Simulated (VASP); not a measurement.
Set up this calculation in VASP 6.6.1, as the native input.

* Task: relaxation of cell and atoms
* Functional: PBE
* Potentials or basis: VASP PAW PBE potentials, release 64 (Ge_d, B, C)
* Cutoff: 520 eV
* k mesh: 6 × 6 × 3
* Occupations: gaussian, width 0.15 eV
* Spin: no spin polarisation
* Further INCAR settings: PREC = Normal; ALGO = Fast; EDIFF = 0.0001; IBRION = 2; EDIFFG = -0.08; NSW = 24; ISIF = 3

The structure of GeB2C2 lies in POSCAR:

```
GeB2C2
1.0
    3.6079788300      0.0000000000      0.0000000000
   -1.8039894100      3.1246013200      0.0000000000
    0.0000000000      0.0000000000      5.2761562000
Ge B C
1 2 2
Direct
    0.0000000000      0.0000000000      0.0000000000
    0.0000000000      0.0000000000      0.3253583600
    0.0000000000      0.0000000000      0.6746416400
    0.3333333300      0.6666666700      0.5000000000
    0.6666666700      0.3333333300      0.5000000000
```

The cell was built by a generator and needn't be a form met in nature.

These files were run (other wordings do the same):

INCAR

```
ALGO = Fast
EDIFF = 1E-4
EDIFFG = -0.08
ENCUT = 520
GGA = PE
IBRION = 2
ISIF = 3
ISMEAR = 0
LASPH = True
LCHARG = False
LREAL = False
LWAVE = False
NELM = 60
NSW = 24
PREC = Normal
SIGMA = 0.15
```

KPOINTS

```
k-points
0
Gamma
  6 6 3
```

Potentials or basis: VASP PAW PBE potentials, release 64 (Ge_d, B, C).

Run with:

```bash
$ cat potpaw_PBE.64/Ge_d/POTCAR potpaw_PBE.64/B/POTCAR potpaw_PBE.64/C/POTCAR > POTCAR
$ mpirun -np 1 vasp_std > vasp.out
```

It gave:

| Property | Result |
| --- | --- |
| Relaxed volume | 9.63 Å³/atom |
| Relaxed cell | a = 3.094 Å, b = 3.094 Å, c = 5.806 Å, α = 90.00°, β = 90.00°, γ = 120.00° |
| Space group after relaxing (to 0.05 Å) | P6/mmm (No. 191) |
| Energy gained by relaxing | 644.7 meV/atom |
| Ionic steps | 12 |
| Pressure after relaxing | 0.7 GPa |
| Largest force after relaxing | 0.018 eV/Å |
| Band gap on the k mesh | none (metal or under the smearing width) |

Caveat: the k mesh is coarse (spacing up to 0.40 Å⁻¹), so the values aren't converged; the volume moved by over 15 % at a fixed basis, so the end points are rough; the relaxation stopped at a loose force limit of 0.08 eV/Å, so its end isn't a converged minimum.

Wall time 34 s on 1 thread of Intel(R) Xeon(R) 6975P-C (Granite Rapids), on a shared host, peak memory 0.14 GiB.
